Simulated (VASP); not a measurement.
Output of a VASP run:

File OSZICAR:
```
...
DAV:   6     0.343701617351E+01   -0.29863E-04   -0.50712E-05   644   0.725E-02    0.152E-02
DAV:   7     0.343701363637E+01   -0.25371E-05   -0.35686E-06   699   0.185E-02    0.587E-03
DAV:   8     0.343701511093E+01    0.14746E-05   -0.49206E-06   624   0.244E-02    0.114E-03
DAV:   9     0.343701241610E+01   -0.26948E-05   -0.12088E-06   624   0.113E-02    0.326E-03
DAV:  10     0.343701374228E+01    0.13262E-05   -0.10529E-07   352   0.344E-03    0.158E-03
DAV:  11     0.343701299249E+01   -0.74979E-06   -0.35838E-08   312   0.225E-03    0.607E-04
DAV:  12     0.343701369943E+01    0.70694E-06   -0.16974E-08   312   0.153E-03    0.354E-04
DAV:  13     0.343701366064E+01   -0.38794E-07   -0.31012E-09   312   0.573E-04
   3 F= 0.34370137E+01 E0= 0.34375081E+01  d E =-.727414E-02
       N       E                     dE             d eps       ncg     rms          rms(c)
DAV:   1     0.343697375892E+01   -0.39941E-04   -0.20719E-02   634   0.833E-01    0.142E-01
DAV:   2     0.343688073979E+01   -0.93019E-04   -0.95810E-04   699   0.214E-01    0.251E-02
DAV:   3     0.343687828795E+01   -0.24518E-05   -0.19800E-05   689   0.440E-02    0.164E-02
DAV:   4     0.343687596754E+01   -0.23204E-05   -0.16084E-05   634   0.375E-02    0.707E-03
DAV:   5     0.343687684298E+01    0.87544E-06   -0.10479E-05   624   0.355E-02    0.423E-03
DAV:   6     0.343687522757E+01   -0.16154E-05   -0.12692E-06   644   0.112E-02    0.228E-03
DAV:   7     0.343687557906E+01    0.35149E-06   -0.80380E-08   337   0.290E-03    0.957E-04
DAV:   8     0.343687504091E+01   -0.53814E-06   -0.11126E-07   322   0.367E-03    0.243E-04
DAV:   9     0.343687547357E+01    0.43266E-06   -0.35243E-08   312   0.194E-03    0.452E-04
DAV:  10     0.343687524184E+01   -0.23173E-06   -0.35154E-09   312   0.573E-04    0.214E-04
DAV:  11     0.343687538911E+01    0.14727E-06   -0.15220E-09   312   0.450E-04    0.614E-05
DAV:  12     0.343687524288E+01   -0.14623E-06   -0.66300E-10   312   0.305E-04    0.331E-05
DAV:  13     0.343687525036E+01    0.74774E-08   -0.11947E-10   312   0.105E-04
   4 F= 0.34368753E+01 E0= 0.34373461E+01  d E =-.741255E-02
       N       E                     dE             d eps       ncg     rms          rms(c)
DAV:   1     0.343687864011E+01    0.33972E-05   -0.48111E-04   634   0.127E-01    0.217E-02
DAV:   2     0.343687627649E+01   -0.23636E-05   -0.22297E-05   699   0.326E-02    0.381E-03
DAV:   3     0.343687610276E+01   -0.17373E-06   -0.46141E-07   689   0.670E-03    0.251E-03
DAV:   4     0.343687550712E+01   -0.59564E-06   -0.37323E-07   634   0.571E-03    0.108E-03
DAV:   5     0.343687581568E+01    0.30856E-06   -0.23308E-07   448   0.535E-03    0.580E-04
DAV:   6     0.343687567266E+01   -0.14303E-06   -0.33157E-08   312   0.167E-03    0.312E-04
DAV:   7     0.343687574461E+01    0.71950E-07   -0.26384E-09   312   0.490E-04
   5 F= 0.34368757E+01 E0= 0.34373426E+01  d E =-.741205E-02
       N       E                     dE             d eps       ncg     rms          rms(c)
DAV:   1     0.343682749870E+01   -0.48174E-04   -0.14496E-03   624   0.216E-01    0.232E-02
DAV:   2     0.343683056195E+01    0.30633E-05   -0.42496E-05   674   0.448E-02    0.987E-03
DAV:   3     0.343682894356E+01   -0.16184E-05   -0.94026E-06   659   0.330E-02    0.509E-03
DAV:   4     0.343682894004E+01   -0.35217E-08   -0.23226E-06   674   0.144E-02    0.240E-03
DAV:   5     0.343682901966E+01    0.79627E-07   -0.73942E-07   624   0.923E-03
   6 F= 0.34368290E+01 E0= 0.34372799E+01  d E =-.467249E-04
```

### OUTCAR
```
------------------------ aborting loop because EDIFF is reached ----------------------------------------
  FORCE on cell =-STRESS in cart. coord.  units (eV):
  Direction    XX          YY          ZZ          XY          YZ          ZX
  --------------------------------------------------------------------------------------
  Total        0.5202108      0.5202107      0.4933268      0.0000000     -0.0000000      0.0000000
  in kB        8.7575610      8.7575596      8.3049792      0.0000000     -0.0000000      0.0000000
  external PRESSURE =       8.6066999 kB  Pullay stress =       0.0000000 kB
  volume of cell :       95.17
      direct lattice vectors                 reciprocal lattice vectors
     2.143747923 -3.713080016 -0.000000000     0.233236378 -0.134659096 -0.000000000
     2.143747923  3.713080016  0.000000000     0.233236378  0.134659096  0.000000000
     0.000000000 -0.000000000  5.978176980     0.000000000 -0.000000000  0.167275075
 POSITION                                       TOTAL-FORCE (eV/Angst)
 -----------------------------------------------------------------------------------
      2.74160     -2.67757      3.98545         0.003774      0.006537      0.000000
      3.09179     -0.00000     -0.00000        -0.007548      0.000000      0.000000
      2.74160      2.67757      1.99272         0.003774     -0.006537     -0.000000
 -----------------------------------------------------------------------------------
    total drift:                               -0.000180     -0.000384      0.000015
  FREE ENERGIE OF THE ION-ELECTRON SYSTEM (eV)
  ---------------------------------------------------
  free  energy   TOTEN  =         3.4368290197 eV

  energy  without entropy=        3.4377307545  energy(sigma->0) =        3.43727989

 reached required accuracy - stopping structural energy minimisation
```
(Selected blocks of OUTCAR.)

POSCAR:
```
Te
1
    2.1549247893    -3.7324389448     0.0000000000
    2.1549247893     3.7324389448     0.0000000000
    0.0000000000     0.0000000000     5.9163241886
Te
3
Direct
  1.0000000000   0.2735725503   0.6666670000
  0.7264274497   0.7264274497   0.0000000000
  0.2735725503   1.0000000000   0.3333330000
```

Task: Write an INCAR and KPOINTS that could have produced this output.

Result: One answer among several that fit: the input of the run itself, MS2 meta-GGA, plane waves, VASP's PBE PAW potentials (set 64).

KPOINTS:
```
Automatic mesh
0
Gamma
6 6 4
0 0 0
```

**INCAR**
```
ALGO  =  Normal
EDIFF  =  1E-7
EDIFFG  =  -0.01
ENCUT  =  520
IBRION  =  2
ISIF  =  4
ISMEAR  =  0
LASPH  =  .TRUE.
LCHARG  =  .FALSE.
LMAXMIX  =  4
LMIXTAU  =  .TRUE.
LREAL  =  .FALSE.
LWAVE  =  .FALSE.
METAGGA  =  MS2
NELM  =  100
NSW  =  30
PREC  =  Accurate
SIGMA  =  0.05
SYSTEM  =  Te
```

POTCAR, in this order: Te (PBE.64 set). Program: vasp_std.

The compound is Te in the trig structure. This cell is one point of a volume scan, at 0.97 of the reference volume. Symmetry was kept, so distortions that lower it aren't found.
